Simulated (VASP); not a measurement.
Here is the system:

```
AlNi3
1.0
    3.54206     0.00000     0.00000
    0.00000     3.54206     0.00000
    0.00000     0.00000     3.54206
Al Ni
1 3
Cartesian
  0.00000   0.00000   0.00000
  0.00000   1.77103   1.77103
  1.77103   0.00000   1.77103
  1.77103   1.77103   0.00000
```
Starting moments (μB, in the order of the record's atoms Al Ni Ni Ni): 0.0 0.2 0.2 0.2.

Calculation: optB86b-vdW, VASP's PBE PAW potentials (set 64) (plane waves; VASP). Run with 520 eV cut-off, 10×10×10 Γ-centred mesh, tetrahedra with Blöchl corrections, potentials Al Ni.

Question: Predict the cell moment, energy per atom (σ→0), band gap (on the k-mesh) with the smallest direct gap where there is one.

Answer: 
The band gap (on the k-mesh) is none (metal, semimetal or under 0.01 eV) and the cell moment comes out as 0.00 μB. The energy per atom (σ→0) is -312.1 kJ/mol of atoms.

Only differences to runs with the same potentials and settings are physical.

The compound is Ni3Al in the L1_2 structure. It was relaxed first.
